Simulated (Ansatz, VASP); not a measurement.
# Cross-check of H74C36S4N4O13F12 between VASP and Ansatz

Aim: how closely do two programs agree when they are given the same cell, functional and k mesh? The cell is taken from a series of runs on this material, whose earlier steps may have relaxed, scaled, displaced or heated it; both programs get it as it stands.

Program: Ansatz 0.2.0. Level of theory: plane waves, with VASP 6.6.1 beside it; single point at PBE with D3(BJ). Results are calculated unless marked as measured.

## 1. The starting structure

The cell holds 143 atoms: 36 C, 4 N, 74 H, 13 O, 4 S and 12 F. Cell: a = 11.389 Å, b = 11.389 Å, c = 11.389 Å, α = 90.0°, β = 90.0°, γ = 90.0°.

## 2. VASP: single point, PBE with D3(BJ)

A single point gives forces, pressure and levels at one fixed geometry, so differences don't come from the geometry; what else differs is listed under the comparison.

Lines of VASP's logs that name or quote its potential files are left out, and so is its time.

Contents of INCAR:

```
SYSTEM = H74C36S4N4O13F12
PREC = Accurate
ENCUT = 600
EDIFF = 1E-06
NELM = 120
ISMEAR = 0
SIGMA = 0.01
LREAL = Auto
ALGO = Normal
GGA = PE
IVDW = 12
NBANDS = 312
LORBIT = 11
LWAVE = .FALSE.
LCHARG = .FALSE.
ISIF = 2
LASPH = .TRUE.
GGA_COMPAT = .FALSE.
EFERMI = MIDGAP
```

Contents of POSCAR:

```
H74C36S4N4O13F12
1.0
   11.3892300000      0.0000000000      0.0000000000
    0.0000000000     11.3892300000      0.0000000000
    0.0000000000      0.0000000000     11.3892300000
C N H O S F
36 4 74 13 4 12
Direct
    0.6900000000      0.7291300000      0.8903900000
    0.6626600000      0.8195000000      0.7968700000
    0.6587000000      0.9420100000      0.8444000000
    0.7078200000      0.0562900000      0.6745700000
    0.6115300000      0.1460300000      0.8370800000
    0.4942200000      0.1382300000      0.8948700000
    0.4234400000      0.0470400000      0.8274200000
    0.4963900000      0.0230100000      0.7220400000
    0.8258500000      0.6783700000      0.4213600000
    0.7779700000      0.6136400000      0.3131100000
    0.7680700000      0.4819900000      0.3481400000
    0.5755200000      0.4329000000      0.2858900000
    0.7262500000      0.4220700000      0.1422700000
    0.7053600000      0.3043200000      0.0879700000
    0.7388200000      0.2213200000      0.1782100000
    0.7442900000      0.2786800000      0.2947700000
    0.4054900000      0.7804000000      0.0828700000
    0.2865900000      0.7933500000      0.1391300000
    0.2122100000      0.8828300000      0.0674500000
    0.1787000000      0.0158800000      0.2376100000
    0.0392700000      0.8465200000      0.2097400000
    0.9783300000      0.7972200000      0.1060800000
    0.9438900000      0.9050400000      0.0321600000
    0.0308500000      0.0064200000      0.0688600000
    0.3602300000      0.6823300000      0.7092400000
    0.2707900000      0.5977400000      0.6862100000
    0.3298800000      0.4813800000      0.6699000000
    0.1501900000      0.3654800000      0.7150900000
    0.2017700000      0.3958700000      0.5062800000
    0.2971200000      0.3612300000      0.4309700000
[... 107 atom lines left out ...]
    0.0408100000      0.8054200000      0.6887200000
    0.0198000000      0.8302200000      0.5043200000
    0.8960500000      0.9101000000      0.6270400000
    0.5644400000      0.8261900000      0.5173800000
    0.5189900000      0.7356200000      0.3502900000
    0.3887400000      0.8497800000      0.4445100000
```

Contents of KPOINTS:

```
Automatic mesh
0
Gamma
1 1 1
0 0 0
```

PAW data sets: C, N, H, O, S and F (PBE family, release 64).

Command:

```sh
$ export OMP_NUM_THREADS=3
$ mpirun -np 1 vasp_gam
```

Numbers of over 12 decimals in the logs are rounded to 6 here.

Log:

```text
[banner, memory and clock lines left out]
running    1 mpi-ranks, on    1 nodes
[...]
Offloading initialized ...    1 GPUs detected
[...]
LDA part: xc-table for (Slater+PW92), standard interpolation
 POSCAR, INCAR and KPOINTS ok, starting setup
[...]
entering main loop
       N       E                     dE             d eps       ncg     rms          rms(c)
DAV:   1     0.366635865996E+04    0.36664E+04   -0.24929E+05   632   0.143E+03
DAV:   2    -0.454532356808E+03   -0.41209E+04   -0.39118E+04   768   0.327E+02
DAV:   3    -0.845609004962E+03   -0.39108E+03   -0.38785E+03   776   0.104E+02
DAV:   4    -0.854513756658E+03   -0.89048E+01   -0.88681E+01   784   0.172E+01
[...]
DAV:  19    -0.777442422094E+03    0.30780E-05   -0.11012E-05   744   0.906E-03    0.383E-03
DAV:  20    -0.777442420981E+03    0.11130E-05   -0.13538E-06   576   0.437E-03    0.174E-03
DAV:  21    -0.777442420838E+03    0.14363E-06   -0.79510E-07   520   0.236E-03
   1 F= -.78506516E+03 E0= -.78506516E+03  d E =0.000000E+00
```

Parts of OUTCAR (step 2):

```text
  FREE ENERGIE OF THE ION-ELECTRON SYSTEM (eV)
  ---------------------------------------------------
  free  energy   TOTEN  =      -785.0651635580 eV

  energy  without entropy=     -785.0651635580  energy(sigma->0) =     -785.06516356
```

The run ends at a pressure of 3.50 GPa, with forces up to 5.8 eV/Å.

## 3. Ansatz: single point, PBE with D3(BJ)

Ansatz runs on its default PAW (the set named soft_2) files.

The same cell, functional and mesh now go to Ansatz, which takes its cutoff from its data sets.

Contents of input.yaml:

```yaml
crystal:
  lattice:
    - [11.38923, 0.0, 0.0]
    - [0.0, 11.38923, 0.0]
    - [0.0, 0.0, 11.38923]
  atoms:
    - { symbol: C, position: [0.69, 0.72913, 0.89039] }
    - { symbol: C, position: [0.66266, 0.8195, 0.79687] }
    - { symbol: C, position: [0.6587, 0.94201, 0.8444] }
    - { symbol: "N", position: [0.62002, 0.0329, 0.76682] }
    - { symbol: C, position: [0.70782, 0.05629, 0.67457] }
    - { symbol: C, position: [0.61153, 0.14603, 0.83708] }
    - { symbol: C, position: [0.49422, 0.13823, 0.89487] }
    - { symbol: C, position: [0.42344, 0.04704, 0.82742] }
    - { symbol: C, position: [0.49639, 0.02301, 0.72204] }
    - { symbol: H, position: [0.75231, 0.75055, 0.96013] }
    - { symbol: H, position: [0.70241, 0.64012, 0.85016] }
    - { symbol: H, position: [0.60892, 0.72259, 0.93635] }
    - { symbol: H, position: [0.73519, 0.81172, 0.73569] }
    - { symbol: H, position: [0.57166, 0.7993, 0.75807] }
    - { symbol: H, position: [0.73924, 0.96538, 0.87618] }
    - { symbol: H, position: [0.59921, 0.93159, 0.92175] }
    - { symbol: H, position: [0.78129, 0.07698, 0.72375] }
    - { symbol: H, position: [0.67585, 0.12542, 0.61602] }
    - { symbol: H, position: [0.70643, 0.97977, 0.62222] }
    - { symbol: H, position: [0.63174, 0.20588, 0.77616] }
    - { symbol: H, position: [0.68878, 0.1456, 0.88722] }
    - { symbol: H, position: [0.49629, 0.1084, 0.97928] }
    - { symbol: H, position: [0.44094, 0.21665, 0.90481] }
    - { symbol: H, position: [0.33897, 0.0823, 0.79603] }
    - { symbol: H, position: [0.40754, 0.96526, 0.87827] }
    - { symbol: H, position: [0.48811, 0.10086, 0.66249] }
    - { symbol: H, position: [0.48124, 0.94661, 0.66648] }
    - { symbol: C, position: [0.82585, 0.67837, 0.42136] }
    - { symbol: C, position: [0.77797, 0.61364, 0.31311] }
    - { symbol: C, position: [0.76807, 0.48199, 0.34814] }
    - { symbol: "N", position: [0.70142, 0.40642, 0.26185] }
    - { symbol: C, position: [0.57552, 0.4329, 0.28589] }
    - { symbol: C, position: [0.72625, 0.42207, 0.14227] }
    - { symbol: C, position: [0.70536, 0.30432, 0.08797] }
    - { symbol: C, position: [0.73882, 0.22132, 0.17821] }
    - { symbol: C, position: [0.74429, 0.27868, 0.29477] }
    - { symbol: H, position: [0.78335, 0.65103, 0.50044] }
    - { symbol: H, position: [0.91639, 0.67096, 0.42542] }
    - { symbol: H, position: [0.82432, 0.76928, 0.406] }
    - { symbol: H, position: [0.69836, 0.65512, 0.2735] }
    - { symbol: H, position: [0.8474, 0.61196, 0.24134] }
    - { symbol: H, position: [0.73024, 0.47268, 0.43504] }
    - { symbol: H, position: [0.86127, 0.45236, 0.36052] }
    - { symbol: H, position: [0.55441, 0.52948, 0.27169] }
    - { symbol: H, position: [0.52296, 0.37516, 0.23868] }
    - { symbol: H, position: [0.5625, 0.42313, 0.37493] }
    - { symbol: H, position: [0.82384, 0.43543, 0.14671] }
    - { symbol: H, position: [0.66918, 0.48544, 0.09474] }
    - { symbol: H, position: [0.61216, 0.30021, 0.06529] }
    - { symbol: H, position: [0.7486, 0.29378, 0.00538] }
    - { symbol: H, position: [0.82506, 0.18557, 0.16615] }
    - { symbol: H, position: [0.6885, 0.1425, 0.18125] }
    - { symbol: H, position: [0.6825, 0.24574, 0.35859] }
    - { symbol: H, position: [0.82941, 0.27944, 0.3458] }
    - { symbol: C, position: [0.40549, 0.7804, 0.08287] }
    - { symbol: C, position: [0.28659, 0.79335, 0.13913] }
    - { symbol: C, position: [0.21221, 0.88283, 0.06745] }
    - { symbol: "N", position: [0.11894, 0.93383, 0.14639] }
    - { symbol: C, position: [0.1787, 0.01588, 0.23761] }
    - { symbol: C, position: [0.03927, 0.84652, 0.20974] }
    - { symbol: C, position: [0.97833, 0.79722, 0.10608] }
    - { symbol: C, position: [0.94389, 0.90504, 0.03216] }
    - { symbol: C, position: [0.03085, 0.00642, 0.06886] }
    - { symbol: H, position: [0.3994, 0.75537, 0.98916] }
    - { symbol: H, position: [0.46555, 0.72474, 0.13077] }
    - { symbol: H, position: [0.45232, 0.8557, 0.08076] }
    - { symbol: H, position: [0.29121, 0.81612, 0.23266] }
    - { symbol: H, position: [0.24473, 0.71173, 0.1264] }
    - { symbol: H, position: [0.16779, 0.84736, 0.9875] }
    - { symbol: H, position: [0.26764, 0.95985, 0.04535] }
    - { symbol: H, position: [0.11272, 0.07533, 0.27449] }
    - { symbol: H, position: [0.21858, 0.96079, 0.30607] }
    - { symbol: H, position: [0.24727, 0.0689, 0.1934] }
    - { symbol: H, position: [0.08809, 0.77211, 0.25279] }
    - { symbol: H, position: [0.97866, 0.89666, 0.27444] }
    - { symbol: H, position: [0.90184, 0.73334, 0.11531] }
    - { symbol: H, position: [0.03443, 0.73786, 0.05215] }
    - { symbol: H, position: [0.85249, 0.92553, 0.0599] }
    - { symbol: H, position: [0.93539, 0.88452, 0.94115] }
    - { symbol: H, position: [0.08578, 0.03434, 0.00062] }
    - { symbol: H, position: [0.99099, 0.07971, 0.1058] }
    - { symbol: C, position: [0.36023, 0.68233, 0.70924] }
    - { symbol: C, position: [0.27079, 0.59774, 0.68621] }
    - { symbol: C, position: [0.32988, 0.48138, 0.6699] }
    - { symbol: "N", position: [0.24839, 0.38238, 0.62769] }
    - { symbol: C, position: [0.15019, 0.36548, 0.71509] }
    - { symbol: C, position: [0.20177, 0.39587, 0.50628] }
    - { symbol: C, position: [0.29712, 0.36123, 0.43097] }
    - { symbol: C, position: [0.33965, 0.25465, 0.49622] }
    - { symbol: C, position: [0.31324, 0.26425, 0.6204] }
    - { symbol: H, position: [0.41112, 0.65786, 0.78858] }
    - { symbol: H, position: [0.31428, 0.75924, 0.72606] }
    - { symbol: H, position: [0.41822, 0.71071, 0.63007] }
    - { symbol: H, position: [0.22572, 0.62222, 0.60733] }
    - { symbol: H, position: [0.21004, 0.59509, 0.75592] }
    - { symbol: H, position: [0.38459, 0.50283, 0.60354] }
    - { symbol: H, position: [0.3738, 0.44907, 0.74684] }
    - { symbol: H, position: [0.18732, 0.35415, 0.80184] }
    - { symbol: H, position: [0.1165, 0.45232, 0.71752] }
    - { symbol: H, position: [0.09659, 0.29475, 0.68891] }
    - { symbol: H, position: [0.12357, 0.34405, 0.49707] }
    - { symbol: H, position: [0.17653, 0.48803, 0.49895] }
    - { symbol: H, position: [0.26157, 0.34582, 0.34291] }
    - { symbol: H, position: [0.3555, 0.43208, 0.43411] }
    - { symbol: H, position: [0.43268, 0.24518, 0.48622] }
    - { symbol: H, position: [0.28815, 0.18425, 0.45544] }
    - { symbol: H, position: [0.39549, 0.27753, 0.67902] }
    - { symbol: H, position: [0.26489, 0.19575, 0.65145] }
    - { symbol: O, position: [0.62029, 0.35996, 0.60062] }
    - { symbol: S, position: [0.64723, 0.43961, 0.69504] }
    - { symbol: O, position: [0.62281, 0.55827, 0.65499] }
    - { symbol: O, position: [0.59067, 0.41107, 0.81095] }
    - { symbol: C, position: [0.79749, 0.43452, 0.71259] }
    - { symbol: F, position: [0.8395, 0.33847, 0.64784] }
    - { symbol: F, position: [0.8253, 0.40762, 0.82562] }
    - { symbol: F, position: [0.85811, 0.5295, 0.67176] }
    - { symbol: O, position: [0.05437, 0.34552, 0.99734] }
    - { symbol: S, position: [0.10075, 0.4042, 0.10094] }
    - { symbol: O, position: [0.07821, 0.52892, 0.10497] }
    - { symbol: O, position: [0.06201, 0.343, 0.20532] }
    - { symbol: C, position: [0.25996, 0.3747, 0.08007] }
    - { symbol: F, position: [0.26849, 0.26903, 0.02817] }
    - { symbol: F, position: [0.32329, 0.38177, 0.17417] }
    - { symbol: F, position: [0.31266, 0.45526, 0.00389] }
    - { symbol: O, position: [0.06352, 0.07196, 0.72703] }
    - { symbol: S, position: [0.10348, 0.01722, 0.62032] }
    - { symbol: O, position: [0.07973, 0.07885, 0.51081] }
    - { symbol: O, position: [0.21934, 0.9703, 0.62934] }
    - { symbol: C, position: [0.01297, 0.8854, 0.60872] }
    - { symbol: F, position: [0.04081, 0.80542, 0.68872] }
    - { symbol: F, position: [0.0198, 0.83022, 0.50432] }
    - { symbol: F, position: [0.89605, 0.9101, 0.62704] }
    - { symbol: O, position: [0.46032, 0.00482, 0.25163] }
    - { symbol: S, position: [0.5509, 0.98124, 0.33271] }
    - { symbol: O, position: [0.65782, 0.94009, 0.27122] }
    - { symbol: O, position: [0.55935, 0.06808, 0.4246] }
    - { symbol: C, position: [0.5021, 0.84177, 0.4148] }
    - { symbol: F, position: [0.56444, 0.82619, 0.51738] }
    - { symbol: F, position: [0.51899, 0.73562, 0.35029] }
    - { symbol: F, position: [0.38874, 0.84978, 0.44451] }
    - { symbol: O, position: [0.91465, 0.1665, 0.89836] }
    - { symbol: H, position: [0.9544, 0.22848, 0.94619] }
    - { symbol: H, position: [0.96456, 0.14663, 0.82891] }
kpoints:
  mp_grid: { grid: [1, 1, 1] }
hamiltonian:
  xc: pbe
  dispersion: d3bj
scf:
  occupations: { method: fixed }
output:
  forces: true
  stress: true
  populations: true
  dos:
    method: { smearing: { sigma: 0.1 } }
    de: 0.1
    projected: { site_lists: { C: [C], F: [F], H: [H], "N": ["N"], O: [O] } }
  eigenvalues: true
  write_density: true
  write_potential: true
  volumetric_format: npy
  elf: true
```

Command:

```sh
$ ansatz run input.yaml --threads 8 --pin off --max-ram 15872MiB --backend cpu --events-out ev --progress --plain --runs-dir out
```

Log:

```text
Engine: ansatz 0.2.0, x86_64-unknown-linux-gnu
Pseudopotentials: kind: paw
Pseudopotential: C, paw, valence charge 4, recommended cutoff 420 eV (normal), C.paw.azcp
Pseudopotential: N, paw, valence charge 5, recommended cutoff 420 eV (normal), N.paw.azcp
Pseudopotential: H, paw, valence charge 1, recommended cutoff 420 eV (normal), H.paw.azcp
Pseudopotential: O, paw, valence charge 6, recommended cutoff 420 eV (normal), O.paw.azcp
Pseudopotential: S, paw, valence charge 6, recommended cutoff 420 eV (normal), S.paw.azcp
Pseudopotential: F, paw, valence charge 7, recommended cutoff 420 eV (normal), F.paw.azcp
Functional definition: PBE
  parameter kappa = 0.804
  parameter beta = 0.066725
  exchange = pbe_x(kappa = kappa, mu = beta*pi^2/3)
  correlation = pbe_c(beta = beta)
Crystal: 143 atoms, lattice volume = 1477.349 Å³
Basis set: ecut = 420 eV, 28887 PW (Γ), exchange–correlation on 160×160×160 points (8 copies of the dense FFT grid, shifted against one another)
Bands: 355, of which v1, the nominal top of the filled ones, is band 212 counted from 1 (211 counted from 0)
Symmetry: 1 space group operations
Space group: P1 (ITA 1), of the structure as read, at distance tolerance 1.1e-4 Å
k-points: 1
Non-local potential: C, projectors of the file, l = 0: 2, l = 1: 2, l = 2: 1
Non-local potential: N, projectors of the file, l = 0: 2, l = 1: 2, l = 2: 1
Non-local potential: H, projectors of the file, l = 0: 2, l = 1: 1
Non-local potential: O, projectors of the file, l = 0: 2, l = 1: 2, l = 2: 1
Non-local potential: S, projectors of the file, l = 0: 2, l = 1: 2, l = 2: 2
Non-local potential: F, projectors of the file, l = 0: 2, l = 1: 2, l = 2: 1
PAW form: soft (Blöchl's): semilocal exchange-correlation on the pseudo side does not see the compensation charge
PAW one-centre angular grid: C, 110 points (default); XC on 64 Gauss nodes
PAW one-centre angular grid: N, 110 points (default); XC on 64 Gauss nodes
PAW one-centre angular grid: H, 110 points (default); XC on 64 Gauss nodes
PAW one-centre angular grid: O, 110 points (default); XC on 64 Gauss nodes
PAW one-centre angular grid: S, 110 points (default); XC on 64 Gauss nodes
PAW one-centre angular grid: F, 110 points (default); XC on 64 Gauss nodes
Initial density: superposition of atomic densities (neutral atoms: chi_scale 0, normalization atom), corrected by the library's trained network
Initial wavefunctions: pseudopotential atomic-orbital guess
Functional: x = pbe(κ = 0.804, μ = 0.219515), c = pbe(β = 0.066725)
SCF iter   1: F=—  HF=-32430.672630 eV  |F-HF|=—  |Δ(HF+E_count)|=         —  Δρ=5.10e-3  dr2=5.12e-1  ethr=1.77e-3  ⟨swp⟩=5.0  Hψ=1321  notcnv=0  defer=137
preconditioner: auto → Resta (q_TF=auto, 2.216 Å⁻¹)  ε∞=2.5  [insulator: Δε(μ)=4.738 eV  Ē_g=15.836 eV  n_scr=256 (ndim 8)  ℏωp=19.2 eV  f_vac=0.258  ε∞_Penn≈2.5]
SCF iter   2: F=—  HF=-32430.528003 eV  |F-HF|=—  |Δ(HF+E_count)|=   1.45e-1  Δρ=2.53e-3  dr2=1.05e-1  ethr=1.21e-4  ⟨swp⟩=2.0  Hψ=452  notcnv=0  defer=141
SCF iter   3: F=—  HF=-32430.527798 eV  |F-HF|=—  |Δ(HF+E_count)|=   2.05e-4  Δρ=1.32e-3  dr2=2.94e-2  ethr=2.48e-5  ⟨swp⟩=3.0  Hψ=421  notcnv=0  defer=141
SCF iter   4: F=—  HF=-32430.523851 eV  |F-HF|=—  |Δ(HF+E_count)|=   3.95e-3  Δρ=5.02e-4  dr2=4.30e-3  ethr=6.93e-6  ⟨swp⟩=2.0  Hψ=422  notcnv=0  defer=141
SCF iter   5: F=—  HF=-32430.523346 eV  |F-HF|=—  |Δ(HF+E_count)|=   5.05e-4  Δρ=2.09e-4  dr2=7.28e-4  ethr=1.01e-6  ⟨swp⟩=2.0  Hψ=420  notcnv=0  defer=141
SCF iter   6: F=—  HF=-32430.523249 eV  |F-HF|=—  |Δ(HF+E_count)|=   9.68e-5  Δρ=9.92e-5  dr2=1.36e-4  ethr=1.72e-7  ⟨swp⟩=2.0  Hψ=431  notcnv=0  defer=141
SCF iter   7: F=—  HF=-32430.523205 eV  |F-HF|=—  |Δ(HF+E_count)|=   4.39e-5  Δρ=3.08e-5  dr2=1.38e-5  ethr=3.21e-8  ⟨swp⟩=2.0  Hψ=432  notcnv=0  defer=136
SCF iter   8: F=—  HF=-32430.523123 eV  |F-HF|=—  |Δ(HF+E_count)|=   8.21e-5  Δρ=1.30e-5  dr2=2.22e-6  ethr=3.25e-9  ⟨swp⟩=2.0  Hψ=553  notcnv=0  defer=137
SCF iter   9: F=—  HF=-32430.523122 eV  |F-HF|=—  |Δ(HF+E_count)|=   4.30e-7  Δρ=6.46e-6  dr2=5.45e-7  ethr=5.24e-10  ⟨swp⟩=2.0  Hψ=432  notcnv=0  defer=137
SCF iter  10: F=-32430.523122 eV  HF=-32430.523122 eV  |F-HF|=3.87e-8  |Δ(HF+E_count)|=   1.41e-7  Δρ=1.72e-6  dr2=4.98e-8  ethr=2.36e-11  ⟨swp⟩=22.0  Hψ=3461  notcnv=0
SCF 1 converged in 10 iterations: F = -32430.523122 eV  dr2 = 4.98e-8
  greatest PAW one-centre occupation: 0.935 electrons in one spin orbital (limit 2), on the F atom at site 122 (counted from 0), in its partial waves of l = 0
[...]
atom 111  O      0.37190745     1.16754698     0.29044444
  atom 112  O      1.28361008     0.13080912    -1.43474873
  atom 113  C      3.75867487    -1.92331819     0.17432540
  atom 114  F      0.10661061     0.77321598     0.30464501
  atom 115  F      0.35088270     0.97486830    -0.48167391
  atom 116  F     -0.39479570    -0.55706499     0.78333477
  atom 117  O     -0.01678560    -0.07618638    -1.26690281
  atom 118  S     -1.98679914    -0.37966267    -0.38810159
  atom 119  O      0.76279413     1.15275393    -0.03213417
  atom 120  O      0.60749412    -0.65096112     1.59364413
  atom 121  C     -0.25655795     1.27630946    -2.20255082
  atom 122  F      0.51734849    -0.40060809     0.30365308
  atom 123  F      0.95806831    -0.47965369     1.71231283
  atom 124  F     -0.69772465    -0.41546708     0.02094986
  atom 125  O     -0.76598974     0.89775744     1.32215104
  atom 126  S     -0.36471866     0.13745664    -1.49343454
  atom 127  O     -0.32830090     0.44975214    -0.14243882
  atom 128  O      2.07102339    -0.86438382     0.13304473
  atom 129  C     -1.43751774    -0.43236704    -0.08657660
  atom 130  F      0.51874210    -0.61746174     1.00612978
  atom 131  F      0.35147468     0.32229007    -0.46527923
  atom 132  F      0.47048718     0.10581904    -0.25260630
  atom 133  O     -3.06881080     0.50486571    -2.09153684
  atom 134  S      2.64812403    -1.95447144    -0.11426342
  atom 135  O     -0.06359675     0.38575152     1.05315629
  atom 136  O      0.65680516     0.46215217     1.09219098
  atom 137  C      0.90078238    -0.71998185     0.03021896
  atom 138  F     -0.28928434     0.10902048    -0.79776828
  atom 139  F     -0.49413203     1.56802564     0.76313909
  atom 140  F     -0.20421541    -0.28189787    -0.11946033
  atom 141  O      0.21866639     0.07212418    -0.04293718
  atom 142  H     -0.04238820    -0.53036255    -0.92783008
  atom 143  H     -0.28777352     0.38887996     0.96728143
  max |Σ_I F_I| component: 1.03e-4 eV/Å
--- Stress (GPa, compression-positive) ---
        3.932193       0.018363      -0.621361
        0.018363       3.489669       0.455780
       -0.621361       0.455780       3.589041
  P = ⅓ Tr σ = 3.6703 GPa (36.703 kbar)
--- Band table (eV) ---
  k-point 0: bands = [... 208 lower, -0.4536, -0.3259, -0.1351, -0.1181, 4.5683, 5.0330, 5.0970, 5.1446, ... 139 higher]
--- Löwdin populations: 143 sites ---
  site symbol       q [e]
     0      C      4.4541
     1      C      4.2495
     2      C      4.1970
     3      N      4.8599
     4      C      4.3625
     5      C      4.1981
     6      C      4.3301
     7      C      4.2644
     8      C      4.1624
     9      H      0.8253
    10      H      0.8020
    11      H      0.8113
    12      H      0.8048
    13      H      0.8346
    14      H      0.7817
    15      H      0.8189
    16      H      0.7704
    17      H      0.7675
    18      H      0.7661
    19      H      0.7648
    20      H      0.7776
    21      H      0.7707
    22      H      0.7874
    23      H      0.7953
[...]
135      O      6.7765
   136      C      3.3948
   137      F      7.2282
   138      F      7.2675
   139      F      7.2020
   140      O      6.7513
   141      H      0.6148
   142      H      0.6136
  spilling = 0.014451 (of n_electrons = 424.000000)
```

Reading the cycles: dr2 is the Hartree energy of the density residual (eV), the measure of convergence; HF is the Harris–Foulkes estimate of the energy, which meets the free energy F at convergence.

(Continued in part 2 of 2.)

[Lines on the potential files, build, host, timing and source positions are cut from VASP's logs without a mark.]

[Logs are printed without paths, hosts, clocks, repeated set-up lines and the standing remarks that a program may print on its own settings, such as how far it seeks lower states.]

[Hosts, paths, dates, database ids (printed as entryN), source tags and the programs' standing remarks are cut or masked in the printed files.]
